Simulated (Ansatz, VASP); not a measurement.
# Cross-check of ErAl2Ge2 between VASP and Ansatz, part 2 of 2

One calculation is typed for both programs; each brings its own data sets and cutoff. How far apart do they land? The cell is taken from a series of VASP runs on this material, whose earlier steps may have relaxed, scaled or displaced it; both programs get it as it stands.

VASP 6.6.1 and Ansatz 0.2.0.

So far. Step 2 (Ansatz: single point, PBEsol, DFT+U): The run ends at a pressure of 0.84 GPa, with forces up to 0.038 eV/Å.

In doubt: a part-filled 4f shell, where there is one, can sit in one of many states, so energies may not be the lowest and differences between runs may mislead; derivatives with an open 4f shell can jump between states, which bears on forces and vibrations.

**3. VASP: single point, PBEsol, DFT+U**

Level of this step: PBEsol, DFT+U (Er f 6 eV), spin-polarised from a ferromagnetic start (one magnetic atom a cell); plane waves and PAW (Er, Al, Ge_d) (VASP).

The same cell, functional, mesh and smearing now go to VASP, with its own data sets and cutoff.

Lines of VASP's logs that name or quote its potential files are left out, and so is its time.

INCAR

```
SYSTEM = ErAl2Ge2
PREC = Accurate
ENCUT = 460
EDIFF = 1E-06
NELM = 150
ISMEAR = 1
SIGMA = 0.2
LREAL = .FALSE.
ALGO = Normal
GGA = PS
NBANDS = 37
ISPIN = 2
MAGMOM = 3 0 0 0 0
LDAU = .TRUE.
LDAUTYPE = 2
LDAUL = 3 -1 -1
LDAUU = 6 0 0
LDAUJ = 0 0 0
LDAUPRINT = 1
LASPH = .TRUE.
LMAXMIX = 6
AMIX = 0.2
BMIX = 1E-04
AMIX_MAG = 0.8
BMIX_MAG = 1E-04
LORBIT = 11
LWAVE = .FALSE.
LCHARG = .TRUE.
ISIF = 2
LELF = .TRUE.
LVHAR = .TRUE.
```

POSCAR

```
ErAl2Ge2
1.0
    4.2393783509      0.0000000000      0.0000000000
   -2.1196891754      3.6714093482      0.0000000000
    0.0000000000      0.0000000000      6.4617469365
Er Al Ge
1 2 2
Direct
    0.0000000000      0.0000000000      0.0000000000
    0.6666666700      0.3333333300      0.3530562638
    0.3333333300      0.6666666700      0.6469437362
    0.6666666700      0.3333333300      0.7470678080
    0.3333333300      0.6666666700      0.2529321920
```

KPOINTS

```
Automatic mesh
0
Gamma
5 5 3
0 0 0
```

The projector-augmented-wave data sets are Er, Al and Ge_d (PBE family, release 64).

On the command line:

```bash
$ mpirun -np 4 vasp_std
```

Numbers of over 12 decimals in the logs are rounded to 6 here.

What it wrote:

```text
[banner, memory and clock lines left out]
running    4 mpi-ranks, on    1 nodes
 distrk:  each k-point on    4 cores,    1 groups
 distr:  one band on    1 cores,    4 groups

 POSCAR found type information on POSCAR ErAlGe
 POSCAR found :  3 types and       5 ions
|                                                                             |
|               ----> ADVICE to this user running VASP <----                  |
|                                                                             |
|     You enforced a specific xc type in the INCAR file but a different       |
|     [... a line on the potential file left out ...]
|     I HOPE YOU KNOW WHAT YOU ARE DOING!                                     |
|                                                                             |

 LDA part: xc-table for (Slater+PW92), standard interpolation
|                                                                             |
|           W    W    AA    RRRRR   N    N  II  N    N   GGGG   !!!           |
|           W    W   A  A   R    R  NN   N  II  NN   N  G    G  !!!           |
|           W    W  A    A  R    R  N N  N  II  N N  N  G       !!!           |
|           W WW W  AAAAAA  RRRRR   N  N N  II  N  N N  G  GGG   !            |
|           WW  WW  A    A  R   R   N   NN  II  N   NN  G    G                |
|           W    W  A    A  R    R  N    N  II  N    N   GGGG   !!!           |
|                                                                             |
|     The number of bands has been changed from the values supplied in        |
|     The orbitals not found in the WAVECAR file will be initialized with     |
|     random numbers, which is usually adequate. For correlated               |
|     calculations, however, you should redo the groundstate calculation.     |
|     I found NBANDS = 37. Now, NBANDS = 40.                                  |
|                                                                             |

 POSCAR, INCAR and KPOINTS ok, starting setup
 FFT: planning ... GRIDC
 FFT: planning ... GRID_SOFT
 FFT: planning ... GRID
 WAVECAR not read
 entering main loop
       N       E                     dE             d eps       ncg     rms          rms(c)
DAV:   1     0.497006024447E+03    0.49701E+03   -0.20649E+04  3040   0.593E+03
DAV:   2     0.935434138312E+02   -0.40346E+03   -0.37663E+03  2720   0.120E+03
DAV:   3    -0.723782630501E+01   -0.10078E+03   -0.97393E+02  2568   0.235E+02
DAV:   4    -0.177028800419E+02   -0.10465E+02   -0.10251E+02  2904   0.859E+01
DAV:   5    -0.200216395610E+02   -0.23188E+01   -0.22946E+01  3720   0.286E+01    0.481E+01
DAV:   6    -0.219344038631E+02   -0.19128E+01   -0.13214E+01  3600   0.514E+01    0.350E+01
DAV:   7    -0.256632924177E+02   -0.37289E+01   -0.16195E+01  2744   0.148E+02    0.429E+01
DAV:   8    -0.214617916289E+02    0.42015E+01   -0.16920E+01  3240   0.781E+01    0.171E+01
DAV:   9    -0.224334359047E+02   -0.97164E+00   -0.14412E+00  3464   0.176E+01    0.166E+01
DAV:  10    -0.231002406332E+02   -0.66680E+00   -0.30553E-01  3640   0.164E+01    0.128E+01
DAV:  11    -0.235897456122E+02   -0.48950E+00   -0.68746E-01  3328   0.432E+01    0.128E+01
DAV:  12    -0.238841492846E+02   -0.29440E+00   -0.46440E-01  3432   0.375E+01    0.749E+00
DAV:  13    -0.237609640907E+02    0.12319E+00   -0.28995E-01  3312   0.248E+01    0.755E+00
DAV:  14    -0.239657232352E+02   -0.20476E+00   -0.16918E-01  3728   0.122E+01    0.455E+00
[...]
DAV:  35    -0.241709640535E+02   -0.78397E-04   -0.15570E-04  3064   0.908E-01    0.103E-01
DAV:  36    -0.241709696248E+02   -0.55714E-05   -0.73140E-05  3008   0.507E-01    0.897E-02
DAV:  37    -0.241709835945E+02   -0.13970E-04   -0.28962E-05  2920   0.433E-01    0.485E-02
DAV:  38    -0.241709863376E+02   -0.27431E-05   -0.12340E-05  1928   0.711E-02    0.223E-02
DAV:  39    -0.241709846509E+02    0.16866E-05   -0.83186E-07  1568   0.497E-02    0.209E-02
DAV:  40    -0.241709868250E+02   -0.21741E-05   -0.62081E-06  2240   0.876E-02    0.172E-02
DAV:  41    -0.241709855689E+02    0.12561E-05   -0.10225E-06  1536   0.103E-01    0.141E-02
DAV:  42    -0.241709864465E+02   -0.87754E-06   -0.28713E-07  1432   0.501E-02
   1 F= -.24170986E+02 E0= -.24169358E+02  d E =-.488421E-02  mag=     2.3000
```

From OUTCAR (step 3):

```text
ion  position               nearest neighbor table
   1  0.000  0.000  0.000-   4 2.94   5 2.94   4 2.94   5 2.94   4 2.94   5 2.94   2 3.35   3 3.35
                             3 3.35   2 3.35   2 3.35   3 3.35
   2  0.667  0.333  0.353-   5 2.53   5 2.53   5 2.53   4 2.55   3 3.10   3 3.10   3 3.10   1 3.35
                             1 3.35   1 3.35
   3  0.333  0.667  0.647-   4 2.53   4 2.53   4 2.53   5 2.55   2 3.10   2 3.10   2 3.10   1 3.35
                             1 3.35   1 3.35
   4  0.667  0.333  0.747-   3 2.53   3 2.53   3 2.53   2 2.55   1 2.94   1 2.94   1 2.94
   5  0.333  0.667  0.253-   2 2.53   2 2.53   2 2.53   3 2.55   1 2.94   1 2.94   1 2.94

  LATTYP: Found a hexagonal cell.
 ALAT       =     4.2393783509
 C/A-ratio  =     1.5242203931

 Subroutine GETGRP returns: Found 12 space group operations
 (whereof 12 operations were pure point group operations)

The static configuration has the point symmetry D_3d.

 Found     12 irreducible k-points:

   k-points           NKPTS =     12   k-points in BZ     NKDIM =     12   number of bands    NBANDS=     40

   dimension x,y,z NGX =    30 NGY =   30 NGZ =   48
   dimension x,y,z NGXF=    60 NGYF=   60 NGZF=   96

   ENCUT  =  460.0 eV  33.81 Ry    5.81 a.u.   7.41  7.41 11.30*2*pi/ulx,y,z

   NELECT =      56.0000    total number of electrons

 k-points in reciprocal lattice and weights: Automatic mesh
   0.00000000  0.00000000  0.00000000       0.013
   0.20000000 -0.00000000  0.00000000       0.080
   0.40000000 -0.00000000  0.00000000       0.080
   0.20000000  0.20000000  0.00000000       0.080
   0.40000000  0.20000000  0.00000000       0.080
   0.00000000  0.00000000  0.33333333       0.027
   0.20000000 -0.00000000  0.33333333       0.080
   0.00000000  0.20000000  0.33333333       0.080
   0.40000000 -0.00000000  0.33333333       0.080
   0.00000000  0.40000000  0.33333333       0.080
   0.20000000  0.20000000  0.33333333       0.160
   0.40000000  0.20000000  0.33333333       0.160

atom =   1  type =  1  l = 3

 onsite density matrix

spin component  1

  0.9859  0.0000  0.0000 -0.0002 -0.0000 -0.0000 -0.0000
  0.0000  0.9850 -0.0000 -0.0000  0.0003  0.0000  0.0000
  0.0000 -0.0000  0.9852  0.0000  0.0000  0.0003  0.0000
 -0.0002 -0.0000  0.0000  0.9890 -0.0000  0.0000 -0.0000
 -0.0000  0.0003  0.0000 -0.0000  0.9852  0.0000  0.0000
 -0.0000  0.0000  0.0003  0.0000  0.0000  0.9850  0.0000
 -0.0000  0.0000  0.0000 -0.0000  0.0000  0.0000  0.9901

spin component  2

  0.9790 -0.0000  0.0000  0.0080 -0.0000  0.0000  0.0000
 -0.0000  0.8580 -0.0000 -0.0000  0.0118 -0.0000  0.0000
  0.0000 -0.0000  0.9771  0.0000  0.0000  0.0118  0.0000
  0.0080 -0.0000  0.0000  0.0016 -0.0000  0.0000  0.0000
 -0.0000  0.0118  0.0000 -0.0000  0.9771  0.0000  0.0000
  0.0000 -0.0000  0.0118  0.0000  0.0000  0.8580  0.0000
  0.0000  0.0000  0.0000  0.0000  0.0000  0.0000  0.0011

 occupancies and eigenvectors

  o =  0.0011  v =  0.0000  0.0000  0.0000  0.0000  0.0000  0.0000  0.0000 -0.0000  0.0000 -0.0000  0.0000 -0.0000  0.0000  1.0000      0.0000  0.0000  0.0000  0.0000  0.0000  0.0000  0.0000  0.0000  0.0000  0.0000  0.0000  0.0000  0.0000  0.0000
  o =  0.0015  v =  0.0000  0.0000  0.0000  0.0000  0.0000  0.0000  0.0000  0.0082 -0.0000 -0.0000 -1.0000  0.0000  0.0000  0.0000      0.0000  0.0000  0.0000  0.0000  0.0000  0.0000  0.0000  0.0000  0.0000  0.0000  0.0000  0.0000  0.0000  0.0000
  o =  0.8569  v =  0.0000  0.0000  0.0000  0.0000  0.0000  0.0000  0.0000 -0.0000  0.9441  0.0309 -0.0000 -0.0927 -0.3150 -0.0000      0.0000  0.0000  0.0000  0.0000  0.0000  0.0000  0.0000  0.0000  0.0000  0.0000  0.0000  0.0000  0.0000  0.0000
  o =  0.8569  v =  0.0000  0.0000  0.0000  0.0000  0.0000  0.0000  0.0000  0.0000  0.3150 -0.0927  0.0000 -0.0309  0.9441 -0.0000      0.0000  0.0000  0.0000  0.0000  0.0000  0.0000  0.0000  0.0000  0.0000  0.0000  0.0000  0.0000  0.0000  0.0000
  o =  0.9783  v =  0.0000  0.0000  0.0000  0.0000  0.0000  0.0000  0.0000 -0.0000 -0.0927  0.3142 -0.0000 -0.9443  0.0308 -0.0000      0.0000  0.0000  0.0000  0.0000  0.0000  0.0000  0.0000  0.0000  0.0000  0.0000  0.0000  0.0000  0.0000  0.0000
  o =  0.9783  v =  0.0000  0.0000  0.0000  0.0000  0.0000  0.0000  0.0000  0.0000 -0.0308 -0.9443  0.0000 -0.3142 -0.0927 -0.0000      0.0000  0.0000  0.0000  0.0000  0.0000  0.0000  0.0000  0.0000  0.0000  0.0000  0.0000  0.0000  0.0000  0.0000
  o =  0.9791  v =  0.0000  0.0000  0.0000  0.0000  0.0000  0.0000  0.0000 -1.0000  0.0000 -0.0000 -0.0082  0.0000 -0.0000 -0.0000      0.0000  0.0000  0.0000  0.0000  0.0000  0.0000  0.0000  0.0000  0.0000  0.0000  0.0000  0.0000  0.0000  0.0000
  o =  0.9847  v =  0.0000 -0.7665 -0.1861 -0.0000  0.5593  0.2550 -0.0000  0.0000  0.0000  0.0000  0.0000  0.0000  0.0000  0.0000      0.0000  0.0000  0.0000  0.0000  0.0000  0.0000  0.0000  0.0000  0.0000  0.0000  0.0000  0.0000  0.0000  0.0000
  o =  0.9847  v = -0.0000 -0.2550  0.5593  0.0000  0.1861 -0.7665 -0.0000  0.0000  0.0000  0.0000  0.0000  0.0000  0.0000  0.0000      0.0000  0.0000  0.0000  0.0000  0.0000  0.0000  0.0000  0.0000  0.0000  0.0000  0.0000  0.0000  0.0000  0.0000
  o =  0.9854  v = -0.0000 -0.5593  0.2550 -0.0000 -0.7665  0.1861  0.0000  0.0000  0.0000  0.0000  0.0000  0.0000  0.0000  0.0000      0.0000  0.0000  0.0000  0.0000  0.0000  0.0000  0.0000  0.0000  0.0000  0.0000  0.0000  0.0000  0.0000  0.0000
  o =  0.9854  v =  0.0000 -0.1861 -0.7665  0.0000 -0.2550 -0.5593  0.0000  0.0000  0.0000  0.0000  0.0000  0.0000  0.0000  0.0000      0.0000  0.0000  0.0000  0.0000  0.0000  0.0000  0.0000  0.0000  0.0000  0.0000  0.0000  0.0000  0.0000  0.0000
  o =  0.9859  v = -0.9973  0.0000 -0.0000 -0.0738  0.0000 -0.0000 -0.0000  0.0000  0.0000  0.0000  0.0000  0.0000  0.0000  0.0000      0.0000  0.0000  0.0000  0.0000  0.0000  0.0000  0.0000  0.0000  0.0000  0.0000  0.0000  0.0000  0.0000  0.0000
  o =  0.9891  v = -0.0738 -0.0000  0.0000  0.9973 -0.0000  0.0000 -0.0000  0.0000  0.0000  0.0000  0.0000  0.0000  0.0000  0.0000      0.0000  0.0000  0.0000  0.0000  0.0000  0.0000  0.0000  0.0000  0.0000  0.0000  0.0000  0.0000  0.0000  0.0000
  o =  0.9901  v = -0.0000  0.0000  0.0000 -0.0000  0.0000  0.0000  1.0000  0.0000  0.0000  0.0000  0.0000  0.0000  0.0000  0.0000      0.0000  0.0000  0.0000  0.0000  0.0000  0.0000  0.0000  0.0000  0.0000  0.0000  0.0000  0.0000  0.0000  0.0000

 average (electrostatic) potential at core
       1 -33.0725       2 -74.9703       3 -74.9703       4 -72.8102       5 -72.8102

 E-fermi :   5.2914

 spin component 1
 k-point     1 :       0.0000    0.0000    0.0000
  band No.  band energies     occupation
    ...
     23       2.8785      1.00000
     24       2.8785      1.00000
     25       3.4177      1.00000
     26       3.4177      1.00000
     27       5.0450      1.03545
     28       5.6961     -0.00740
     29       5.6961     -0.00740
     30       6.7814     -0.00000
     31       7.2619     -0.00000
     32       7.2774     -0.00000
    ...

 k-point     2 :       0.2000   -0.0000    0.0000
  band No.  band energies     occupation
    ...
     25       2.8868      1.00000
     26       3.2481      1.00000
     27       3.4588      1.00000
     28       4.7014      1.00012
     29       5.1117      1.01116
     30       5.8221     -0.00057
     31       7.6492     -0.00000
     32       7.8750     -0.00000
     33       7.9503     -0.00000
     34       8.8783     -0.00000
    ...

 k-point     3 :       0.4000   -0.0000    0.0000
  band No.  band energies     occupation
    ...
     26       2.8849      1.00000
     27       3.1111      1.00000
     28       3.4923      1.00000
     29       3.8839      1.00000
     30       4.8661      1.00520
     31       7.9552     -0.00000
     32       8.9620     -0.00000
     33       9.0341     -0.00000
     34       9.7106      0.00000
     35      10.2117      0.00000
    ...

 k-point     4 :       0.2000    0.2000    0.0000
  band No.  band energies     occupation
    ...
     25       2.8595      1.00000
     26       2.8857      1.00000
     27       2.9211      1.00000
     28       3.6736      1.00000
     29       4.2188      1.00000
     30       6.8919     -0.00000
     31       7.5046     -0.00000
     32       8.3071     -0.00000
     33       8.7593     -0.00000
     34       9.4789      0.00000
    ...

 k-point     5 :       0.4000    0.2000    0.0000
  band No.  band energies     occupation
    ...
     25       2.8067      1.00000
     26       2.8799      1.00000
     27       2.9127      1.00000
     28       3.0552      1.00000
     29       3.4853      1.00000
     30       6.9441     -0.00000
     31       7.5870     -0.00000
     32       8.9371     -0.00000
     33       9.2903     -0.00000
     34       9.5189      0.00000
    ...

 k-point     6 :       0.0000    0.0000    0.3333
  band No.  band energies     occupation
    ...
     25       3.7945      1.00000
     26       3.7945      1.00000
     27       4.1649      1.00000
     28       4.7870      1.00105
     29       4.7871      1.00105
     30       5.4377      0.02954
     31       6.8576     -0.00000
     32       6.8576     -0.00000
     33       6.9021     -0.00000
     34       8.9341     -0.00000
    ...

  Total        0.2134098      0.2134098      2.8901722      0.0000000     -0.0000000     -0.0000000
  in kB        3.3996954      3.3996954     46.0414896      0.0000000     -0.0000000     -0.0000000
  external PRESSURE =      17.6136268 kB  Pullay stress =       0.0000000 kB

  energy-cutoff  :      460.00
  volume of cell :      100.57
      direct lattice vectors                 reciprocal lattice vectors
     4.239378351  0.000000000  0.000000000     0.235883641  0.136187483  0.000000000
    -2.119689175  3.671409348  0.000000000     0.000000000  0.272374967  0.000000000
     0.000000000  0.000000000  6.461746936     0.000000000  0.000000000  0.154756912

 POSITION                                       TOTAL-FORCE (eV/Angst)
 -----------------------------------------------------------------------------------
      0.00000      0.00000      0.00000        -0.000000      0.000000     -0.000000
      2.11969      1.22380      2.28136         0.000000      0.000000      0.107423
     -0.00000      2.44761      4.18039        -0.000000     -0.000000     -0.107423
      2.11969      1.22380      4.82736         0.000000      0.000000      0.041772
     -0.00000      2.44761      1.63438        -0.000000     -0.000000     -0.041772
 -----------------------------------------------------------------------------------
    total drift:                               -0.000000      0.000000      0.000000

  FREE ENERGIE OF THE ION-ELECTRON SYSTEM (eV)
  ---------------------------------------------------
  free  energy   TOTEN  =       -24.1709864465 eV

  energy  without entropy=      -24.1661022359  energy(sigma->0) =      -24.16935838

 total charge
# of ion       s       p       d       f       tot
--------------------------------------------------
    1        2.060   5.792   0.389  11.549  19.791
    2        0.406   0.359   0.000   0.000   0.764
    3        0.406   0.359   0.000   0.000   0.764
    4        1.127   1.416   9.997   0.000  12.540
    5        1.127   1.416   9.997   0.000  12.540
--------------------------------------------------
tot          5.127   9.342  20.383  11.549  46.400

 magnetization (x)
# of ion       s       p       d       f       tot
--------------------------------------------------
    1        0.001  -0.019   0.020   2.252   2.254
    2       -0.000   0.000   0.000   0.000  -0.000
    3       -0.000   0.000   0.000   0.000  -0.000
    4       -0.001   0.003  -0.000   0.000   0.002
    5       -0.001   0.003  -0.000   0.000   0.002
--------------------------------------------------
tot         -0.002  -0.012   0.020   2.252   2.258

[... 6 further parts left out ...]
```

The cell holds one magnetic atom, so no antiferromagnetic order fits into it. Experiment finds antiferromagnetic order in this phase (below 4 K, arxiv:1911.07589), so this ferromagnetic run describes another state. With spin, VASP writes an ELF for each channel. DFT+U on an f shell has many metastable occupations, and no search among them was made.

**4. Comparison**

Known differences besides the potentials themselves: U acts on the PAW sphere in VASP and on atomic orbitals in Ansatz, so only states and trends compare; the cutoff is 420 eV in Ansatz and 460 eV in VASP; Ansatz makes its cores anew for this functional, VASP keeps those of its PBE data sets; site moments are counted in spheres of each program's own size. Total energies have different zeros and are not compared.

The two programs side by side:

| quantity | Ansatz | VASP | difference |
| --- | --- | --- | --- |
| pressure (GPa) | 0.84 | 1.76 | -0.92 |
| total moment (μB) | 2.73 | 2.30 | +0.43 |
| moment on Er1 (μB) | 2.71 | 2.25 | +0.45 |

Forces (eV/Å; atoms numbered as in POSCAR):

| atom | Ansatz x, y, z | VASP x, y, z |
| --- | --- | --- |
| Er1 | 0.000, 0.000, 0.000 | 0.000, 0.000, 0.000 |
| Al2 | -0.011, -0.007, 0.028 | 0.000, 0.000, 0.107 |
| Al3 | 0.011, 0.007, -0.028 | 0.000, 0.000, -0.107 |
| Ge4 | -0.018, -0.011, 0.032 | 0.000, 0.000, 0.042 |
| Ge5 | 0.018, 0.011, -0.032 | 0.000, 0.000, -0.042 |

The forces differ by 31 meV/Å r.m.s., which is 72.8 % of the r.m.s. force of 0.04 eV/Å (both taken over all components). By their total or site moments the two runs ended in different magnetic states; the other differences may follow from that, so they don't measure the programs' precision.

**5. Other set-ups**

Further runs change the set-up of one program: Ansatz's method, potentials or start, or VASP's data sets, cutoff or form of LDA. The table gives Ansatz less VASP for each quantity, since a change that brings one quantity closer may part another.

| run | r.m.s. force difference (meV/Å) | pressure (GPa) | total moment (μB) |
| --- | --- | --- | --- |
| as above | 31 | -0.92 | 0.43 |
| a start from the moments at which VASP ended, with Ansatz's search for lower states switched off | 43 | -1.6 | 0.57 |
| cores kept as stored | 32 | -0.94 | 0.45 |

**6. Summary of results**

| Item | Value |
| --- | --- |
| difference in total moment (single point, PBEsol, DFT+U) | 0.43 μB |

The difference in total moment is 0.43 μB (single point, PBEsol, DFT+U). The runs of the single point, PBEsol, DFT+U pair ended with unlike moments, so it says little about numerical agreement. Single point, PBEsol, DFT+U, a start from the moments at which VASP ended, with Ansatz's search for lower states switched off: r.m.s. force difference goes from 31 to 43 meV/Å; the difference in pressure goes from -0.92 to -1.6 GPa; the difference in total moment goes from 0.43 to 0.57 μB. In Ansatz the state reached from VASP's moments (total 2.87 μB) lies 12 meV/atom above the first one. How closely two codes agree says nothing of how well the functional describes the real material.

[Lines on the potential files, build, host, timing and source positions are cut from VASP's logs without a mark.]

[Logs are printed without paths, hosts, clocks, repeated set-up lines and the standing remarks that a program may print on its own settings, such as how far it seeks lower states.]

[Hosts, paths, dates, database ids (printed as entryN), source tags and the programs' standing remarks are cut or masked in the printed files.]
